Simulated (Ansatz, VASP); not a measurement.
**Ge2Sb2Te5 in two plane-wave programs**

Wanted: the spread between two codes on one cell, functional and k mesh. Other levels of theory on this material are compared in a session of their own.

Calculated with Ansatz 0.2.0; plane waves, with VASP 6.6.1 beside it; band structure at PBE.

## 1. Starting point

It takes space group P-3m1 (No. 164, trigonal). The conventional cell has a = 4.294 Å, b = 4.294 Å, c = 17.101 Å, α = 90.00°, β = 90.00°, γ = 120.00°. Nearest to Ge lie 6 Te at 3.00 to 3.04 Å. Sb has 6 Te at 3.01 to 3.20 Å nearest. Te has 6 Ge at 3.04 Å nearest. Nearest to Te lie 3 Ge at 3.00 Å and 3 Sb at 3.20 Å. Nearest to Te lie 3 Sb at 3.01 Å. Farther neighbours and most contacts between anions are not listed.

## 2. Ansatz: band structure, PBE

Ansatz runs on its default PAW (the set named soft_2) files.

Levels along a path test the potential and the projectors away from the mesh points.

File input.yaml:

```yaml
crystal:
  lattice:
    - [4.2940644248, 0.0, 0.0]
    - [-2.1470322124, 3.7187688774, 0.0]
    - [0.0, 0.0, 17.101346]
  atoms:
    - { symbol: Ge, position: [0.33333333, 0.66666667, 0.897105] }
    - { symbol: Ge, position: [0.66666667, 0.33333333, 0.102895] }
    - { symbol: Sb, position: [0.0, 0.0, 0.679932] }
    - { symbol: Sb, position: [0.0, 0.0, 0.320068] }
    - { symbol: Te, position: [0.0, 0.0, 0.0] }
    - { symbol: Te, position: [0.66666667, 0.33333333, 0.798458] }
    - { symbol: Te, position: [0.33333333, 0.66666667, 0.201542] }
    - { symbol: Te, position: [0.33333333, 0.66666667, 0.580108] }
    - { symbol: Te, position: [0.66666667, 0.33333333, 0.419892] }
hamiltonian:
  xc: pbe
  pseudopotentials: { kind: paw }
kpoints:
  mp_grid: { grid: [4, 4, 1] }
  band_path:
    path:
      - [0.0, 0.0, 0.0]
      - [0.13636, 0.0, 0.0]
      - [0.31818, 0.0, 0.0]
      - [0.5, 0.0, 0.0]
      - [0.4697, 0.06061, 0.0]
      - [0.40909, 0.18182, 0.0]
      - [0.34848, 0.30303, 0.0]
      - [0.30303, 0.30303, 0.0]
      - [0.18182, 0.18182, 0.0]
      - [0.06061, 0.06061, 0.0]
      - [0.0, 0.0, 0.0]
      - [0.0, 0.0, 0.18182]
      - [0.0, 0.0, 0.36364]
      - [0.0, 0.0, 0.5]
      - [0.13636, 0.0, 0.5]
      - [0.31818, 0.0, 0.5]
      - [0.5, 0.0, 0.5]
      - [0.4697, 0.06061, 0.5]
      - [0.40909, 0.18182, 0.5]
      - [0.34848, 0.30303, 0.5]
      - [0.30303, 0.30303, 0.5]
      - [0.18182, 0.18182, 0.5]
      - [0.06061, 0.06061, 0.5]
      - [0.5, 0.0, 0.5]
      - [0.5, 0.0, 0.31818]
      - [0.5, 0.0, 0.13636]
      - [0.5, 0.0, 0.0]
      - [0.33333, 0.33333, 0.13636]
      - [0.33333, 0.33333, 0.31818]
      - [0.33333, 0.33333, 0.5]
    npoints: 1
scf:
  occupations: { method: gaussian, width: 0.02 }
  n_extra_bands: 10
output:
  forces: true
  stress: true
  eigenvalues: true
```

Launch:

```console
$ ansatz run input.yaml --threads 4 --pin off --max-ram 9216MiB --backend cpu --events-out ev --progress --plain --runs-dir out
```

Numbers of over 12 decimals in the logs are rounded to 6 here.

Log:

```text
scf.n_extra_bands = 10 over 69 filled bands (N_el = 138.0): the run solves 79 bands
Engine: ansatz 0.2.0, aarch64-unknown-linux-gnu
Pseudopotentials: kind: paw
Pseudopotential: Ge, paw, valence charge 14, recommended cutoff 420 eV (normal), Ge.paw.azcp
Pseudopotential: Sb, paw, valence charge 15, recommended cutoff 420 eV (normal), Sb.paw.azcp
Pseudopotential: Te, paw, valence charge 16, recommended cutoff 420 eV (normal), Te.paw.azcp
Functional definition: PBE
  parameter kappa = 0.804
  parameter beta = 0.066725
  exchange = pbe_x(kappa = kappa, mu = beta*pi^2/3)
  correlation = pbe_c(beta = beta)
Crystal: 9 atoms, lattice volume = 273.085 Å³
Basis set: ecut = 420 eV, 5295 PW (Γ), exchange–correlation on 60×60×240 points (8 copies of the dense FFT grid, shifted against one another)
Bands: 79, of which v1, the nominal top of the filled ones, is band 69 counted from 1 (68 counted from 0)
Symmetry: 12 space group operations
Space group: P-3m1 (ITA 164), of the structure as read, at distance tolerance 6.5e-5 Å
k-points: 4 of 16
Non-local potential: Ge, projectors of the file, l = 0: 2, l = 1: 2, l = 2: 3, l = 3: 1
Non-local potential: Sb, projectors of the file, l = 0: 2, l = 1: 2, l = 2: 2, l = 3: 2
Non-local potential: Te, projectors of the file, l = 0: 2, l = 1: 2, l = 2: 2, l = 3: 2
PAW form: soft (Blöchl's): semilocal exchange-correlation on the pseudo side does not see the compensation charge
PAW one-centre angular grid: Ge, 590 points (default); XC on 64 Gauss nodes
PAW one-centre angular grid: Sb, 590 points (default); XC on 64 Gauss nodes
PAW one-centre angular grid: Te, 590 points (default); XC on 64 Gauss nodes
Initial density: superposition of atomic densities (neutral atoms: chi_scale 0, normalization atom), corrected by the library's trained network
Initial wavefunctions: pseudopotential atomic-orbital guess
Functional: x = pbe(κ = 0.804, μ = 0.219515), c = pbe(β = 0.066725)
SCF iter   1: F=—  HF=-56459.785901 eV  |F-HF|=—  |Δ(HF+E_count)|=         —  Δρ=1.37e-3  dr2=7.11e-2  ethr=1.77e-3  ⟨swp⟩=7.0  Hψ=1184  notcnv=0
preconditioner: auto → Resta (q_TF=auto, 2.435 Å⁻¹)  ε∞=5.2  [insulator: Δε(μ)=0.262 eV  Ē_g=7.605 eV  σ=0.020 eV  W_gap=1.00  n_scr=66 (ndim 8)  ℏωp=15.6 eV  f_vac=0.012  D(μ)=0.00/eV (n_scr^D=0)  ε∞_Penn≈5.2]
SCF iter   2: F=—  HF=-56459.781322 eV  |F-HF|=—  |Δ(HF+E_count)|=   4.58e-3  Δρ=1.32e-3  dr2=7.86e-2  ethr=5.15e-5  ⟨swp⟩=2.8  Hψ=483  notcnv=0  defer=11
SCF iter   3: F=—  HF=-56459.777475 eV  |F-HF|=—  |Δ(HF+E_count)|=   3.85e-3  Δρ=5.92e-4  dr2=1.93e-3  ethr=5.15e-5  ⟨swp⟩=2.2  Hψ=349  notcnv=0  defer=11
SCF iter   4: F=—  HF=-56459.777679 eV  |F-HF|=—  |Δ(HF+E_count)|=   2.04e-4  Δρ=2.09e-4  dr2=2.41e-4  ethr=1.40e-6  ⟨swp⟩=3.0  Hψ=581  notcnv=0  defer=11
SCF iter   5: F=—  HF=-56459.777645 eV  |F-HF|=—  |Δ(HF+E_count)|=   3.39e-5  Δρ=8.67e-5  dr2=1.85e-5  ethr=1.75e-7  ⟨swp⟩=3.0  Hψ=581  notcnv=0  defer=11
SCF iter   6: F=—  HF=-56459.777480 eV  |F-HF|=—  |Δ(HF+E_count)|=   1.65e-4  Δρ=3.57e-5  dr2=6.31e-6  ethr=1.34e-8  ⟨swp⟩=2.0  Hψ=587  notcnv=0  defer=11
SCF iter   7: F=—  HF=-56459.777479 eV  |F-HF|=—  |Δ(HF+E_count)|=   1.47e-6  Δρ=1.32e-5  dr2=7.63e-7  ethr=4.57e-9  ⟨swp⟩=2.0  Hψ=481  notcnv=0  defer=11
SCF iter   8: F=-56459.777479 eV  HF=-56459.777479 eV  |F-HF|=8.78e-9  |Δ(HF+E_count)|=   1.06e-7  Δρ=3.60e-6  dr2=3.99e-8  ethr=7.25e-11  ⟨swp⟩=9.2  Hψ=1625  notcnv=0
SCF 1 converged in 8 iterations: F = -56459.777479 eV  dr2 = 3.99e-8
  greatest PAW one-centre occupation: 0.998 electrons in one spin orbital (limit 2), on the Ge atom at site 1 (counted from 0), in its partial waves of l = 2
NSCF: frozen V_eff on 30 k-points
SCF converged after 8 iterations
Free energy (F): -56459.777479 eV
Harris-Foulkes:  -56459.777479 eV  (|F-HF|=8.78e-9)
Internal energy: -56459.777479 eV  (E = F + TS)
E sigma→0 (E₀):  -56459.777479 eV
Fermi energy:    9.327364 eV
--- Per-component energies (eV) ---
  E_band       = -1939.528062
  E_kinetic    = 1529.745352
  E_local      = -14573.222498  (includes V_loc(G=0)·N_el)
  E_nonlocal   = -2.180683
  E_hartree    = 7717.050313
  E_xc         = -1047.288258
  E_vxc        = -838.799945  (∫ρ·V_xc dr)
  E_paw        = -36488.247161  (= ΣΔE_a)
  E_vpaw       = -3489.166919  (= ΣTr[D̂ρ^β])
  E_aug_tail   = -0.000341  (compensation charges beyond the density's cutoff)
  E_ewald      = -13595.634202
  E_smearing   = -0.000000  (= −TS)
  E_closure    = -0.000000  (closes the sum)
  Σ components = -56459.777479   (vs F -56459.777479, Δ=0.00e0)
--- Forces (eV/Å), atoms counted from 1 ---
  atom   1  Ge     0.00000000     0.00000000     0.03168693
  atom   2  Ge    -0.00000000    -0.00000000    -0.03168693
  atom   3  Sb     0.00000000     0.00000000    -0.04954428
  atom   4  Sb     0.00000000    -0.00000000     0.04954428
  atom   5  Te     0.00000000     0.00000000     0.00000000
  atom   6  Te    -0.00000000    -0.00000000     0.10995484
  atom   7  Te     0.00000000     0.00000000    -0.10995484
  atom   8  Te     0.00000000    -0.00000000     0.17531584
  atom   9  Te    -0.00000000     0.00000000    -0.17531584
  max |Σ_I F_I| component: 8.33e-17 eV/Å
--- Stress (GPa, compression-positive) ---
        0.237417       0.000000       0.000000
        0.000000       0.237417      -0.000000
        0.000000      -0.000000      -0.230203
  P = ⅓ Tr σ = 0.0815 GPa (0.815 kbar)
--- Band table (eV) ---
  k-point 0: bands = [... 65 lower, 7.9193, 8.0502, 8.3515, 9.1898, 9.4659, 9.4659, 9.5122, 10.1117, ... 6 higher]
  k-point 1: bands = [... 65 lower, 7.6387, 8.0086, 8.5073, 8.6801, 9.8950, 9.9874, 10.1578, 10.7749, ... 6 higher]
  k-point 2: bands = [... 65 lower, 7.5610, 7.6556, 7.8826, 8.3636, 9.6481, 10.1554, 10.2134, 10.4611, ... 6 higher]
  k-point 3: bands = [... 65 lower, 7.2517, 7.6400, 7.9606, 8.6162, 10.0345, 10.7138, 10.7170, 10.7746, ... 6 higher]
```

It took 4.8 s on 4 threads of Arm Neoverse V2, shared host; peak memory 0.9 GiB.

## 3. VASP: band structure, PBE

The same cell, functional, mesh and smearing now go to VASP, with its own data sets and cutoff.

Lines of VASP's logs that name or quote its potential files are left out, and so is its time.

File INCAR:

```
SYSTEM = Ge2Sb2Te5
PREC = Accurate
ENCUT = 410
EDIFF = 1E-06
NELM = 100
ISMEAR = 0
SIGMA = 0.02
LREAL = .FALSE.
ALGO = Normal
GGA = PE
NBANDS = 56
LORBIT = 11
LWAVE = .FALSE.
LCHARG = .FALSE.
KPAR = 2
NCORE = 4
```

File POSCAR:

```
Ge2Sb2Te5
1.0
    4.2940644248      0.0000000000      0.0000000000
   -2.1470322124      3.7187688774      0.0000000000
    0.0000000000      0.0000000000     17.1013460000
Ge Sb Te
2 2 5
Direct
    0.3333333300      0.6666666700      0.8971050000
    0.6666666700      0.3333333300      0.1028950000
    0.0000000000      0.0000000000      0.6799320000
    0.0000000000      0.0000000000      0.3200680000
    0.0000000000      0.0000000000      0.0000000000
    0.6666666700      0.3333333300      0.7984580000
    0.3333333300      0.6666666700      0.2015420000
    0.3333333300      0.6666666700      0.5801080000
    0.6666666700      0.3333333300      0.4198920000
```

File KPOINTS:

```
Automatic mesh
0
Gamma
4 4 1
0 0 0
```

File KPOINTS_OPT:

```
Line mode
12
Line-mode
Reciprocal
  0.00000000   0.00000000   0.00000000 GAMMA
  0.50000000   0.00000000   0.00000000 M

  0.50000000   0.00000000   0.00000000 M
  0.33333333   0.33333333   0.00000000 K

  0.33333333   0.33333333   0.00000000 K
  0.00000000   0.00000000   0.00000000 GAMMA

  0.00000000   0.00000000   0.00000000 GAMMA
  0.00000000   0.00000000   0.50000000 A

  0.00000000   0.00000000   0.50000000 A
  0.50000000   0.00000000   0.50000000 L

  0.50000000   0.00000000   0.50000000 L
  0.33333333   0.33333333   0.50000000 H

  0.33333333   0.33333333   0.50000000 H
  0.00000000   0.00000000   0.50000000 A

  0.50000000   0.00000000   0.50000000 L
  0.50000000   0.00000000   0.00000000 M

  0.33333333   0.33333333   0.00000000 K
  0.33333333   0.33333333   0.50000000 H
```

The projector-augmented-wave data sets are Ge_d, Sb and Te (PBE family, release 64).

Launch:

```console
$ mpirun -np 8 vasp_std
```

Log:

```text
[banner, memory and clock lines left out]
running    8 mpi-ranks, on    1 nodes
 distrk:  each k-point on    4 cores,    2 groups
 distr:  one band on    4 cores,    1 groups

 POSCAR found type information on POSCAR GeSbTe
 POSCAR found :  3 types and       9 ions
 LDA part: xc-table for (Slater+PW92), standard interpolation
 POSCAR, INCAR and KPOINTS ok, starting setup
 FFT: planning ... GRIDC
 FFT: planning ... GRID_SOFT
 FFT: planning ... GRID
 WAVECAR not read
 entering main loop
       N       E                     dE             d eps       ncg     rms          rms(c)
DAV:   1     0.528227822894E+03    0.52823E+03   -0.22996E+04   592   0.142E+03
DAV:   2     0.532306577267E+02   -0.47500E+03   -0.44403E+03   472   0.488E+02
DAV:   3    -0.291671564648E+02   -0.82398E+02   -0.80320E+02   544   0.115E+02
DAV:   4    -0.341297350490E+02   -0.49626E+01   -0.49348E+01   520   0.351E+01
DAV:   5    -0.342776307680E+02   -0.14790E+00   -0.14784E+00   576   0.634E+00    0.109E+01
DAV:   6    -0.340761313894E+02    0.20150E+00   -0.61758E-01   552   0.325E+00    0.683E+00
DAV:   7    -0.342565223723E+02   -0.18039E+00   -0.10803E+00   536   0.388E+00    0.262E+00
DAV:   8    -0.340753794577E+02    0.18114E+00   -0.80355E-01   528   0.314E+00    0.585E-01
DAV:   9    -0.340726492159E+02    0.27302E-02   -0.71433E-02   512   0.948E-01    0.527E-01
DAV:  10    -0.340731603795E+02   -0.51116E-03   -0.80522E-03   584   0.257E-01    0.441E-01
DAV:  11    -0.340731183225E+02    0.42057E-04   -0.23751E-04   552   0.621E-02    0.369E-01
DAV:  12    -0.340732834929E+02   -0.16517E-03   -0.36560E-04   504   0.667E-02    0.210E-01
DAV:  13    -0.340732623859E+02    0.21107E-04   -0.12389E-04   512   0.319E-02    0.136E-01
DAV:  14    -0.340732568832E+02    0.55027E-05   -0.98787E-06   496   0.102E-02    0.113E-01
DAV:  15    -0.340732562255E+02    0.65768E-06   -0.54026E-07   312   0.302E-03
   1 F= -.34073256E+02 E0= -.34073256E+02  d E =-.619122E-15
 Start KPOINTS_OPT (optional k-point list driver)
k-point batch [1-4\108]
       N       E                     dE             ncg
DAV:   1     0.103232429769E+04    0.53293E+03      584
DAV:   2    -0.877926451506E+03   -0.19103E+04      480
DAV:   3    -0.122498421239E+04   -0.34706E+03      536
DAV:   4    -0.124647762321E+04   -0.21493E+02      536
DAV:   5    -0.124709902275E+04   -0.62140E+00      560
DAV:   6    -0.124712717451E+04   -0.28152E-01      584
DAV:   7    -0.124712819373E+04   -0.10192E-02      616
DAV:   8    -0.124712821834E+04   -0.24616E-04      560
DAV:   9    -0.124712821942E+04   -0.10775E-05      416
DAV:  10    -0.124712821950E+04   -0.78587E-07      320
[...]
k-point batch [105-108\108]
       N       E                     dE             ncg
DAV:   1     0.797294586021E+03   -0.66082E+04      592
DAV:   2    -0.108869016071E+04   -0.18860E+04      496
DAV:   3    -0.140941123703E+04   -0.32072E+03      536
DAV:   4    -0.142791433528E+04   -0.18503E+02      560
DAV:   5    -0.142847886031E+04   -0.56453E+00      504
DAV:   6    -0.142850654220E+04   -0.27682E-01      584
DAV:   7    -0.142850794334E+04   -0.14011E-02      584
DAV:   8    -0.142850796591E+04   -0.22570E-04      592
DAV:   9    -0.142850796672E+04   -0.80905E-06      368
```

(Part 1 of 2 ends here.)

[Lines on the potential files, build, host, timing and source positions are cut from VASP's logs without a mark.]

[Logs are printed without paths, hosts, clocks, repeated set-up lines and the standing remarks that a program may print on its own settings, such as how far it seeks lower states.]

[Hosts, paths, dates, database ids (printed as entryN), source tags and the programs' standing remarks are cut or masked in the printed files.]
